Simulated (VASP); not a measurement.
Data:

```
CELL_PARAMETERS angstrom
      2.94637     0.00000     0.00000
      0.00000     9.47995     0.00000
      0.00000     0.00000    14.23960
ATOMIC_POSITIONS crystal
  Ti 0.75000 0.00000 0.41068
  Ti 0.75000 0.50000 0.41068
  Ti 0.25000 0.25000 0.47022
  Ti 0.25000 0.75000 0.35113
  Ti 0.25000 0.00000 0.58931
  Ti 0.25000 0.50000 0.58931
  Ti 0.75000 0.25000 0.64887
  Ti 0.75000 0.75000 0.52977
```

Calculation: PBE GGA, VASP's PBE PAW potentials (set 64) (plane waves; VASP). Run with 300 eV cut-off, 7×3×1 Γ-centred mesh, first-order Methfessel-Paxton smearing of 0.050 eV, potentials Ti_sv.

At this cut-off the stress carries a Pulay error, which pulls relaxed volumes low. The cell holds a wide vacuum, so values per volume refer to the whole cell.

Task: Which forces act on the atoms, in eV/Å?

Result: 
```tsv
atom	Fx	Fy	Fz
Ti1	0.000	-0.359	0.713
Ti2	0.000	0.359	0.713
Ti3	0.000	0.000	0.931
Ti4	0.000	0.000	0.697
Ti5	0.000	0.359	-0.713
Ti6	0.000	-0.359	-0.713
Ti7	0.000	0.000	-0.697
Ti8	0.000	0.000	-0.931
```

Task: Give the stress tensor in GPa (positive for a compressed cell).

Result: 
```
-2.80   0.00   0.00
 0.00  -3.62   0.00
 0.00   0.00  -3.23
```
The pressure is its mean diagonal, -3.22 GPa.

The cell is a sheet with vacuum, built from a generated structure.
